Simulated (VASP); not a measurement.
Input:

```yaml
crystal:
  lattice:
    - [-1.97717, 1.97717, 3.28824]
    - [1.97717, -1.97717, 3.28824]
    - [1.97717, 1.97717, -3.28824]
  atoms:
    - { symbol: La, position: [0.00000, 0.00000, 0.00000] }
    - { symbol: C, position: [0.40186, 0.40186, 0.00000] }
    - { symbol: C, position: [0.59814, 0.59814, 0.00000] }
```

Computed with PBEsol GGA, VASP's PBE PAW potentials (set 64) (plane waves; VASP). Numerical set-up: 400 eV cut-off, 14×14×14 Γ-centred mesh, Fermi-Dirac smearing of 0.10 eV, potentials La C.

At this cut-off the stress carries a Pulay error, which pulls relaxed volumes low.

Which forces act on the atoms, in eV/Å?

| atom | Fx | Fy | Fz |
|---|---|---|---|
| La1 | 0.000 | 0.000 | 0.000 |
| C2 | 0.000 | 0.000 | -0.412 |
| C3 | 0.000 | 0.000 | 0.412 |

Give the stress tensor in GPa (positive for a compressed cell).

```
-4.45   0.00   0.00
 0.00  -4.45   0.00
 0.00   0.00  -2.59
```
The pressure is its mean diagonal, -3.83 GPa.

The structure comes from a computed database's LaC2 entry; how it stands against other phases isn't given here. The cell was not relaxed at this level. The electron count is odd and the run is not spin-polarised, which forces a metal.
